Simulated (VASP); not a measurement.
All values below come from PBE GGA, VASP's PBE PAW potentials (set 64) (plane waves; VASP).

VASP input:

**KPOINTS**
```
Automatic mesh
0
Gamma
12 12 12
0 0 0
```

### INCAR
```
SYSTEM = Au
PREC = Accurate
ENCUT = 400
EDIFF = 1E-6
NELM = 100
ALGO = Normal
LREAL = .FALSE.
LASPH = .TRUE.
ISMEAR = 1
SIGMA = 0.1
GGA = PE
LMAXMIX = 6
LWAVE = .FALSE.
LCHARG = .FALSE.
ISIF = 2
```

POSCAR:
```
Au
1
    0.0000000000     2.0400000000     2.0400000000
    2.0400000000     0.0000000000     2.0400000000
    2.0400000000     2.0400000000     0.0000000000
Au
1
Direct
  0.0000000000   0.0000000000   0.0000000000
```

POTCAR, in this order: Au (PBE.64 set). Program: vasp_std.

What VASP printed:

### OUTCAR
```
 ion  position               nearest neighbor table
   1  0.000  0.000  0.000-
  LATTYP: Found a face centered cubic cell.
 ALAT       =     4.0800000000
 Subroutine PRICEL returns:
 Original cell was already a primitive cell.
 Subroutine GETGRP returns: Found 48 space group operations
The static configuration has the point symmetry O_h .
The dynamic configuration has the point symmetry O_h .
 Subroutine INISYM returns: Found 48 space group operations
 Subroutine IBZKPT returns following result:
 Found     72 irreducible k-points:

 Following reciprocal coordinates:
            Coordinates               Weight
  0.000000  0.000000  0.000000      1.000000
  0.083333  0.000000  0.000000      8.000000
  0.166667  0.000000  0.000000      8.000000
  0.250000  0.000000  0.000000      8.000000
  0.333333  0.000000  0.000000      8.000000
  0.416667  0.000000  0.000000      8.000000
  0.500000  0.000000  0.000000      4.000000
  0.083333  0.083333  0.000000      6.000000
  0.166667  0.083333  0.000000     24.000000
  0.250000  0.083333  0.000000     24.000000
  0.333333  0.083333  0.000000     24.000000
  0.416667  0.083333  0.000000     24.000000
  0.500000  0.083333  0.000000     24.000000
 -0.416667  0.083333  0.000000     24.000000
 -0.333333  0.083333  0.000000     24.000000
 -0.250000  0.083333  0.000000     24.000000
 -0.166667  0.083333  0.000000     24.000000
 -0.083333  0.083333  0.000000     12.000000
  0.166667  0.166667  0.000000      6.000000
  0.250000  0.166667  0.000000     24.000000
  0.333333  0.166667  0.000000     24.000000
  0.416667  0.166667  0.000000     24.000000
  0.500000  0.166667  0.000000     24.000000
 -0.416667  0.166667  0.000000     24.000000
 -0.333333  0.166667  0.000000     24.000000
 -0.250000  0.166667  0.000000     24.000000
 -0.166667  0.166667  0.000000     12.000000
  0.250000  0.250000  0.000000      6.000000
  0.333333  0.250000  0.000000     24.000000
  0.416667  0.250000  0.000000     24.000000
  0.500000  0.250000  0.000000     24.000000
 -0.416667  0.250000  0.000000     24.000000
 -0.333333  0.250000  0.000000     24.000000
 -0.250000  0.250000  0.000000     12.000000
  0.333333  0.333333  0.000000      6.000000
  0.416667  0.333333  0.000000     24.000000
  0.500000  0.333333  0.000000     24.000000
 -0.416667  0.333333  0.000000     24.000000
 -0.333333  0.333333  0.000000     12.000000
  0.416667  0.416667  0.000000      6.000000
   k-points           NKPTS =     72   k-points in BZ     NKDIM =     72   number of bands    NBANDS=      9
   number of dos      NEDOS =    301   number of ions     NIONS =      1
   total plane-waves  NPLWV =   8000
   dimension x,y,z NGX =    20 NGY =   20 NGZ =   20
   dimension x,y,z NGXF=    40 NGYF=   40 NGZF=   40
   ions per type =               1
   PREC   = accura    normal or accurate (medium, high low for compatibility)
   ISTART =      0    job   : 0-new  1-cont  2-samecut
   ICHARG =      2    charge: 1-file 2-atom 10-const
   ISPIN  =      1    spin polarized calculation?
   LNONCOLLINEAR =      F non collinear calculations
   LSORBIT =      F    spin-orbit coupling
   INIWAV =      1    electr: 0-lowe 1-rand  2-diag
   ENCUT  =  400.0 eV  29.40 Ry    5.42 a.u.   4.70  4.70  4.70*2*pi/ulx,y,z
   NELM   =    100;   NELMIN=  2; NELMDL= -5     # of ELM steps
   EDIFF  = 0.1E-05   stopping-criterion for ELM
   LREAL  =      F    real-space projection
   NLSPLINE    = F    spline interpolate recip. space projectors
   LMAXMIX     =    6 max onsite mixed and CHGCAR
   VOSKOWN=      0    Vosko Wilk Nusair interpolation
...
```

### OSZICAR
```
       N       E                     dE             d eps       ncg     rms          rms(c)
DAV:   1     0.299293083894E+02    0.29929E+02   -0.49332E+03  1512   0.862E+02
DAV:   2    -0.320311790902E+01   -0.33132E+02   -0.30671E+02  1356   0.169E+02
DAV:   3    -0.345211234181E+01   -0.24899E+00   -0.24894E+00  1515   0.148E+01
DAV:   4    -0.345275843960E+01   -0.64610E-03   -0.64609E-03  1489   0.814E-01
DAV:   5    -0.345276254473E+01   -0.41051E-05   -0.41052E-05  1457   0.616E-02    0.954E+00
DAV:   6    -0.320731751486E+01    0.24545E+00   -0.77313E-01  1325   0.866E+00    0.602E+00
DAV:   7    -0.318732343459E+01    0.19994E-01   -0.84523E-02  1375   0.284E+00    0.277E+00
DAV:   8    -0.318504046893E+01    0.22830E-02   -0.28673E-03  1374   0.547E-01    0.276E-01
DAV:   9    -0.318501720864E+01    0.23260E-04   -0.39160E-05  1379   0.656E-02    0.419E-02
DAV:  10    -0.318502237400E+01   -0.51654E-05   -0.37245E-06  1411   0.220E-02    0.473E-03
DAV:  11    -0.318502243037E+01   -0.56364E-07   -0.42356E-08   657   0.219E-03
   1 F= -.31850224E+01 E0= -.31851025E+01  d E =0.240212E-03
```

File OUTCAR:
```
------------------------ aborting loop because EDIFF is reached ----------------------------------------
  FORCE on cell =-STRESS in cart. coord.  units (eV):
  Direction    XX          YY          ZZ          XY          YZ          ZX
  --------------------------------------------------------------------------------------
  Total        0.9622794      0.9622794      0.9622794      0.0000000      0.0000000      0.0000000
  in kB       90.8011369     90.8011369     90.8011369      0.0000000      0.0000000      0.0000000
  external PRESSURE =      90.8011369 kB  Pullay stress =       0.0000000 kB
  volume of cell :       16.98
      direct lattice vectors                 reciprocal lattice vectors
     0.000000000  2.040000000  2.040000000    -0.245098039  0.245098039  0.245098039
     2.040000000  0.000000000  2.040000000     0.245098039 -0.245098039  0.245098039
     2.040000000  2.040000000  0.000000000     0.245098039  0.245098039 -0.245098039
 POSITION                                       TOTAL-FORCE (eV/Angst)
 -----------------------------------------------------------------------------------
      0.00000      0.00000      0.00000        -0.000000     -0.000000      0.000000
 -----------------------------------------------------------------------------------
    total drift:                                0.000000     -0.000000     -0.000000
  FREE ENERGIE OF THE ION-ELECTRON SYSTEM (eV)
  ---------------------------------------------------
  free  energy   TOTEN  =        -3.1850224304 eV

  energy  without entropy=       -3.1852626428  energy(sigma->0) =       -3.18510250
```
(Selected blocks of OUTCAR.)

OUTCAR:
```
 val. band max:        9.3963754731   @ k =   0.5000   0.0833   0.0000

 cond. band min:       9.4396706177   @ k =   0.5000   0.3333   0.1667


 Fermi energy:         9.4354330992

 k-point     1 :       0.0000    0.0000    0.0000
  band No.  band energies     occupation
      1      -0.3597      2.00000
      2       4.8208      2.00000
      3       4.8208      2.00000
      4       4.8208      2.00000
      5       6.3460      2.00000
      6       6.3460      2.00000
      7      24.0518      0.00000
      8      28.0752      0.00000
      9      28.0752      0.00000

 k-point     2 :       0.0833    0.0000    0.0000
  band No.  band energies     occupation
      1      -0.1179      2.00000
      2       4.7439      2.00000
      3       4.9022      2.00000
      4       4.9022      2.00000
      5       6.3108      2.00000
      6       6.3108      2.00000
      7      24.3268      0.00000
      8      26.6626      0.00000
      9      28.3638      0.00000

 k-point     3 :       0.1667    0.0000    0.0000
  band No.  band energies     occupation
      1       0.5578      2.00000
      2       4.5997      2.00000
      3       5.0668      2.00000
      4       5.0668      2.00000
      5       6.2930      2.00000
      6       6.2930      2.00000
      7      23.7712      0.00000
      8      25.1630      0.00000
      9      29.0995      0.00000

 k-point     4 :       0.2500    0.0000    0.0000
  band No.  band energies     occupation
      1       1.4446      2.00000
      2       4.6878      2.00000
      3       5.1014      2.00000
      4       5.1014      2.00000
      5       6.5109      2.00000
      6       6.5109      2.00000
      7      20.7345      0.00000
      8      25.1331      0.00000
      9      29.5370      0.00000

 k-point     5 :       0.3333    0.0000    0.0000
  band No.  band energies     occupation
      1       2.0380      2.00000
      2       4.9734      2.00000
      3       4.9734      2.00000
...
```

Unless said otherwise, spin-orbit coupling is left out, though it shifts the bands of the heavy elements here.

The compound is Au in the fcc structure. The cell was not relaxed at this level.
